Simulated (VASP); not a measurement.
KMgH3, 5 atoms in the cell. It takes space group Pm-3m (No. 221, cubic). Conventional cell: a = 3.975 Å, b = 3.975 Å, c = 3.975 Å, α = 90.00°, β = 90.00°, γ = 90.00°. K (site symmetry m-3m) has 12 H at 2.81 Å as nearest neighbours. Mg (site symmetry m-3m) has 6 H at 1.99 Å as nearest neighbours. Around H (site symmetry 4/mmm) lie 2 Mg at 1.99 Å. 

| Quantity | Value |
| --- | --- |
| Program | VASP 6.6.1 |
| Task | single point |
| Functional | PBEsol |
| Potentials or basis | VASP PAW PBE potentials, release 64 (K_sv, Mg, H) |
| Cutoff | 520 eV |
| k mesh | 8 × 8 × 8 |
| Occupations | gaussian, width 0.05 eV |
| Spin | no spin polarisation |
| Dipole correction | no |
| Further INCAR settings | ALGO = Normal; EDIFF = 1e-06; NBANDS = 15 |

Potentials or basis: VASP PAW PBE potentials, release 64 (K_sv, Mg, H).

The run is started by

```sh
$ cat potpaw_PBE.64/K_sv/POTCAR potpaw_PBE.64/Mg/POTCAR potpaw_PBE.64/H/POTCAR > POTCAR
$ mpirun -np 1 vasp_std > vasp.out
```

Hardware: 1 thread of Intel(R) Xeon(R) Platinum 8259CL CPU @ 2.50GHz (Skylake/Cascade Lake) (shared host).

Problem. How long does it take, and how much memory?

Solution. Wall time 27 s on 1 thread of Intel(R) Xeon(R) Platinum 8259CL CPU @ 2.50GHz (Skylake/Cascade Lake), with other jobs on the host, peak memory 0.19 GiB. Counts: scf iterations 12, k points 35.
